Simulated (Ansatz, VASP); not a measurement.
# NbSi2B6: VASP beside Ansatz

Contents of INCAR:

```
SYSTEM = NbSi2B6
PREC = Accurate
ENCUT = 600
EDIFF = 1E-7
ISMEAR = 0
SIGMA = 0.1
LREAL = .FALSE.
LASPH = .TRUE.
NELM = 100
ALGO = Normal
ISIF = 3
LWAVE = .FALSE.
LCHARG = .FALSE.
GGA = PE
IBRION = 2
NSW = 90
EDIFFG = -0.04
```

KPOINTS

```
Automatic mesh
0
G
  4 4 4
  0 0 0
```

Contents of POSCAR:

```
NbSi2B6
1.0
    0.0000000000      3.5206307000      3.5206307000
    3.5206307000      0.0000000000      3.5206307000
    3.5206307000      3.5206307000      0.0000000000
Nb Si B
1 2 6
Direct
    0.0000000000      0.0000000000      0.0000000000
    0.2500000000      0.2500000000      0.2500000000
    0.7500000000      0.7500000000      0.7500000000
    0.8000000000      0.2000000000      0.2000000000
    0.2000000000      0.8000000000      0.2000000000
    0.2000000000      0.8000000000      0.8000000000
    0.8000000000      0.2000000000      0.8000000000
    0.2000000000      0.2000000000      0.8000000000
    0.8000000000      0.8000000000      0.2000000000
```

Input for Ansatz:

```yaml
crystal:
  lattice:
    - [0.0, 3.5206307, 3.5206307]
    - [3.5206307, 0.0, 3.5206307]
    - [3.5206307, 3.5206307, 0.0]
  atoms:
    - { symbol: Nb, position: [0.0, 0.0, 0.0] }
    - { symbol: Si, position: [0.25, 0.25, 0.25] }
    - { symbol: Si, position: [0.75, 0.75, 0.75] }
    - { symbol: B, position: [0.8, 0.2, 0.2] }
    - { symbol: B, position: [0.2, 0.8, 0.2] }
    - { symbol: B, position: [0.2, 0.8, 0.8] }
    - { symbol: B, position: [0.8, 0.2, 0.8] }
    - { symbol: B, position: [0.2, 0.2, 0.8] }
    - { symbol: B, position: [0.8, 0.8, 0.2] }
basis:
  ecutwfc: 420
kpoints:
  mp_grid: { grid: [4, 4, 4] }
hamiltonian:
  xc: pbe
scf:
  occupations: { method: gaussian, width: 0.1 }
  lower_state_search: "off"
output:
  forces: true
  stress: true
  eigenvalues: true
relax:
  adjacent_minimum: "off"
  f_tol: 0.04
  max_steps: 70
  cell: { stress_tol: 0.4 }
```

Change from the starting cell: species swapped into the Cs2GeF6 type (Fm-3m, No. 225).

Alike in both runs: task relaxation of cell and atoms; functional PBE; k mesh 4 × 4 × 4; occupations gaussian, width 0.1 eV; no spin polarisation.

|  | VASP | Ansatz |
| --- | --- | --- |
| version | VASP 6.6.1 | Ansatz 0.2.0 |
| potentials or method | VASP PAW PBE potentials, release 64 (Nb_sv, Si, B) | scalar-relativistic, plane waves, PAW |
| plane-wave cutoff (eV) | 600 | 420 |
| valence electrons in the cell | 39 | 39 |

```tsv
	VASP	Ansatz	Ansatz less VASP
gap on the k mesh at the Fermi level, each at its own relaxed structure (eV)	none	none	-
relaxed volume (Å³/atom)	9.89	9.90	+0.012
relaxed cell length with the largest relative difference (Å)	5.011	5.013	+0.0020
energy change over the relaxation (meV/atom)	-6674	-6613	+60.5
```

A gap of «none» marks a metal or a gap that the smearing closes.

Caveats: the k mesh is coarse (spacing up to 0.39 Å⁻¹), so the values aren't converged.
